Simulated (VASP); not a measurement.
Output of a VASP run:

File OUTCAR:
```
 ion  position               nearest neighbor table
   1  0.345  0.345  0.317-   4 2.63   3 2.66   3 2.66   2 2.67   2 2.67   2 2.74
   2  0.650  0.650  0.346-   1 2.67   1 2.67   3 2.70   3 2.70   1 2.74   5 2.75   3 2.77   4 2.77
                             4 2.77
   3  0.955  0.955  0.379-   1 2.66   1 2.66   2 2.70   2 2.70   4 2.73   5 2.75   5 2.75   2 2.77
                             4 2.79   4 2.79   6 2.80
   4  0.251  0.251  0.416-   1 2.63   7 2.71   6 2.72   6 2.72   5 2.72   3 2.73   5 2.73   5 2.73
                             2 2.77   2 2.77   3 2.79   3 2.79
   5  0.550  0.550  0.449-   4 2.72   4 2.73   4 2.73   6 2.74   6 2.74   7 2.74   7 2.74   8 2.74
                             6 2.74   2 2.75   3 2.75   3 2.75
   6  0.851  0.851  0.483-   9 2.71   4 2.72   4 2.72   7 2.73   5 2.74   5 2.74   8 2.74   8 2.74
                             5 2.74   7 2.75   7 2.75   3 2.80
   7  0.149  0.149  0.517-   4 2.71   9 2.72   9 2.72   6 2.73   8 2.74   8 2.74   5 2.74   5 2.74
                             8 2.74   6 2.75   6 2.75  10 2.80
   8  0.450  0.450  0.551-   9 2.72   9 2.73   9 2.73   7 2.74   7 2.74   6 2.74   6 2.74   5 2.74
                             7 2.74  11 2.75  10 2.75  10 2.75
   9  0.749  0.749  0.584-  12 2.63   6 2.71   7 2.72   7 2.72   8 2.72  10 2.73   8 2.73   8 2.73
                            11 2.77  11 2.77  10 2.79  10 2.79
  10  0.045  0.045  0.621-  12 2.66  12 2.66  11 2.70  11 2.70   9 2.73   8 2.75   8 2.75  11 2.77
                             9 2.79   9 2.79   7 2.80
  11  0.350  0.350  0.654-  12 2.67  12 2.67  10 2.70  10 2.70  12 2.74   8 2.75  10 2.77   9 2.77
                             9 2.77
  12  0.655  0.655  0.683-   9 2.63  10 2.66  10 2.66  11 2.67  11 2.67  11 2.74
  LATTYP: Found a base centered orthorhombic cell.
 ALAT       =     3.8744109781
 B/A-ratio  =     2.2360680825
 C/A-ratio  =     6.5393223879
 Subroutine PRICEL returns:
 Original cell was already a primitive cell.
 Subroutine GETGRP returns: Found  4 space group operations
The static configuration has the point symmetry C_2h.
The dynamic configuration has the point symmetry C_2h.
 Subroutine INISYM returns: Found  4 space group operations
 Subroutine IBZKPT returns following result:
 Found     21 irreducible k-points:

 Following reciprocal coordinates:
            Coordinates               Weight
  0.000000  0.000000  0.000000      1.000000
  0.125000  0.000000  0.000000      4.000000
  0.250000  0.000000  0.000000      4.000000
  0.375000  0.000000  0.000000      4.000000
  0.500000  0.000000  0.000000      2.000000
  0.125000  0.125000  0.000000      2.000000
  0.250000  0.125000  0.000000      4.000000
  0.375000  0.125000  0.000000      4.000000
  0.500000  0.125000  0.000000      4.000000
 -0.375000  0.125000  0.000000      4.000000
 -0.250000  0.125000  0.000000      4.000000
 -0.125000  0.125000  0.000000      2.000000
  0.250000  0.250000  0.000000      2.000000
  0.375000  0.250000  0.000000      4.000000
  0.500000  0.250000  0.000000      4.000000
 -0.375000  0.250000  0.000000      4.000000
 -0.250000  0.250000  0.000000      2.000000
  0.375000  0.375000  0.000000      2.000000
  0.500000  0.375000  0.000000      4.000000
 -0.375000  0.375000  0.000000      2.000000
  0.500000  0.500000  0.000000      1.000000
   k-points           NKPTS =     21   k-points in BZ     NKDIM =     21   number of bands    NBANDS=     72
   number of dos      NEDOS =    301   number of ions     NIONS =     12
   total plane-waves  NPLWV =  72576
   dimension x,y,z NGX =    24 NGY =   24 NGZ =  126
   dimension x,y,z NGXF=    48 NGYF=   48 NGZF=  252
   ions per type =              12
   PREC   = normal    normal or accurate (medium, high low for compatibility)
   ISTART =      1    job   : 0-new  1-cont  2-samecut
   ICHARG =      0    charge: 1-file 2-atom 10-const
   ISPIN  =      1    spin polarized calculation?
   LNONCOLLINEAR =      F non collinear calculations
   LSORBIT =      F    spin-orbit coupling
   INIWAV =      1    electr: 0-lowe 1-rand  2-diag
   ENCUT  =  400.0 eV  29.40 Ry    5.42 a.u.   7.74  7.74 41.32*2*pi/ulx,y,z
   NELM   =    100;   NELMIN=  4; NELMDL=  0     # of ELM steps
   EDIFF  = 0.1E-05   stopping-criterion for ELM
   LREAL  =      F    real-space projection
   NLSPLINE    = F    spline interpolate recip. space projectors
   LMAXMIX     =    4 max onsite mixed and CHGCAR
   VOSKOWN=      0    Vosko Wilk Nusair interpolation
   EDIFFG = 0.1E-04   stopping-criterion for IOM
...
```

### OSZICAR
```
       N       E                     dE             d eps       ncg     rms          rms(c)
DAV:   1    -0.672160891032E+02   -0.67216E+02   -0.10910E-04  3256   0.508E-02    0.473E-02
DAV:   2    -0.672171385642E+02   -0.10495E-02   -0.48469E-03  3608   0.369E-01    0.364E-01
DAV:   3    -0.672160493566E+02    0.10892E-02   -0.34945E-03  3688   0.313E-01    0.227E-02
DAV:   4    -0.672160594816E+02   -0.10125E-04   -0.45269E-05  3144   0.381E-02    0.779E-03
DAV:   5    -0.672160602772E+02   -0.79567E-06   -0.38982E-06  2112   0.115E-02
   1 F= -.67216060E+02 E0= -.67216310E+02  d E =0.747820E-03
```

### OUTCAR
```
------------------------ aborting loop because EDIFF is reached ----------------------------------------
  FORCE on cell =-STRESS in cart. coord.  units (eV):
  Direction    XX          YY          ZZ          XY          YZ          ZX
  --------------------------------------------------------------------------------------
  Total       -5.3906737     -4.6385433     -0.7335158     -0.4204532     -0.0219789     -0.0491453
  in kB      -20.3118176    -17.4778242     -2.7638547     -1.5842490     -0.0828153     -0.1851774
  external PRESSURE =     -13.5178322 kB  Pullay stress =       0.0000000 kB
  volume of cell :      425.21
      direct lattice vectors                 reciprocal lattice vectors
     4.745165254  0.000000000  0.000000000     0.210740817 -0.188492330  0.000000000
     3.163443502  3.536837108  0.000000000     0.000000000  0.282738495  0.000000000
     0.000000000  0.000000000 25.336022449     0.000000000  0.000000000  0.039469495
 POSITION                                       TOTAL-FORCE (eV/Angst)
 -----------------------------------------------------------------------------------
      2.73063      1.22118      8.03942         0.012776      0.005713      0.001523
      5.14121      2.29922      8.75825        -0.006424     -0.002873      0.011827
      7.55290      3.37776      9.59027        -0.010009     -0.004476      0.003838
      1.98302      0.88683     10.53596         0.015761      0.007048      0.001405
      4.35049      1.94560     11.36737        -0.011183     -0.005001     -0.000827
      6.72758      3.00867     12.23571         0.006462      0.002890      0.004842
      1.18103      0.52817     13.10031        -0.006462     -0.002890     -0.004842
      3.55812      1.59124     13.96865         0.011183      0.005001      0.000827
      5.92559      2.65000     14.80006        -0.015761     -0.007048     -0.001405
      0.35571      0.15908     15.74575         0.010009      0.004476     -0.003838
      2.76740      1.23762     16.57777         0.006424      0.002873     -0.011827
      5.17798      2.31566     17.29660        -0.012776     -0.005713     -0.001523
 -----------------------------------------------------------------------------------
    total drift:                                0.000000      0.000000     -0.000000
  FREE ENERGIE OF THE ION-ELECTRON SYSTEM (eV)
  ---------------------------------------------------
  free  energy   TOTEN  =       -67.2160602772 eV

  energy  without entropy=      -67.2168080968  energy(sigma->0) =      -67.21630955

 total charge

# of ion       s       p       d       tot
------------------------------------------
    1        0.440   0.272   8.570   9.282
    2        0.468   0.387   8.484   9.340
    3        0.486   0.462   8.464   9.411
    4        0.487   0.505   8.470   9.462
    5        0.486   0.495   8.469   9.450
    6        0.491   0.499   8.469   9.459
    7        0.491   0.499   8.469   9.459
    8        0.486   0.495   8.469   9.450
    9        0.487   0.505   8.470   9.462
   10        0.486   0.462   8.464   9.411
   11        0.468   0.387   8.484   9.340
   12        0.440   0.272   8.570   9.282
--------------------------------------------------
tot          5.715   5.240 101.852 112.807
```
(Selected blocks of OUTCAR.)

### POSCAR
```
Pd(210) slab
1
    4.7451652537     0.0000000000     0.0000000000
    3.1634435025     3.5368371081     0.0000000000
    0.0000000000     0.0000000000    25.3360224494
Pd
12
Direct
  0.3452733628   0.3452733628   0.3173120150
  0.6500773054   0.6500773054   0.3456838185
  0.9550227200   0.9550227200   0.3785232298
  0.2507416086   0.2507416086   0.4158491216
  0.5500950850   0.5500950850   0.4486644355
  0.8506658197   0.8506658197   0.4829373172
  0.1493341803   0.1493341803   0.5170626828
  0.4499049150   0.4499049150   0.5513355645
  0.7492583914   0.7492583914   0.5841508784
  0.0449772800   0.0449772800   0.6214767702
  0.3499226946   0.3499226946   0.6543161815
  0.6547266372   0.6547266372   0.6826879850
```

Problem. Reconstruct the remaining input files.

Solution. Several could match; the one computed here: the input of the run itself, PBEsol GGA, plane waves, VASP's PBE PAW potentials (set 64).

KPOINTS:
```
Automatic mesh
0
Gamma
8 8 1
0 0 0
```

### INCAR
```
SYSTEM = Pd(210) slab
PREC = Normal
ENCUT = 400
EDIFF = 1E-6
NELM = 100
ALGO = Normal
LREAL = .FALSE.
LASPH = .TRUE.
ISMEAR = 1
SIGMA = 0.1
GGA = PS
LMAXMIX = 4
LWAVE = .FALSE.
LCHARG = .FALSE.
NELMIN = 4
LDIPOL = .TRUE.
IDIPOL = 3
DIPOL = 0.5 0.5 0.5
LVHAR = .TRUE.
LORBIT = 11
```

POTCAR, in this order: Pd (PBE.64 set). Program: vasp_std. Read from the step before: WAVECAR.

The cell is a thin slab with vacuum, built from Pd (fcc): (210) face.
